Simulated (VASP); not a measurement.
Crystal: CuI.

```
Cu I
1.0
     0.00000    3.04092    3.04092
     3.04092    0.00000    3.04092
     3.04092    3.04092    0.00000
Cu I
1 1
Direct
  0.25000 0.25000 0.25000
  0.00000 0.00000 0.00000
```

Base run:

| Quantity | Value |
| --- | --- |
| Program | VASP 6.6.1 |
| Functional | r2SCAN |
| Potentials or basis | VASP PAW PBE potentials, release 64 (Cu, I) |
| Cutoff | 520 eV |
| k mesh | 8 × 8 × 8 |
| Occupations | gaussian, width 0.03 eV |
| Spin | collinear spin, ferromagnetic start |
| Starting moments | [1.0, 0.0] μB |

Its results: band gap on the k mesh 1.59 eV, direct; pressure -1.2 GPa; net moment 0.00 μB per cell.

The run is repeated on the same cell with these changes: functional from r2SCAN to PBE. What comes out?

Band gap on the k mesh 1.12 eV, direct; pressure -0.1 GPa; net moment 0.00 μB per cell.

r2SCAN gives the wider gap, since meta-GGAs in the generalised Kohn-Sham scheme recover part of the derivative discontinuity.

Caveats: spin-orbit coupling is left out, which moves the levels of the heavy elements; the PAW data sets were made with another functional, which shifts forces and pressure a little (some runs).
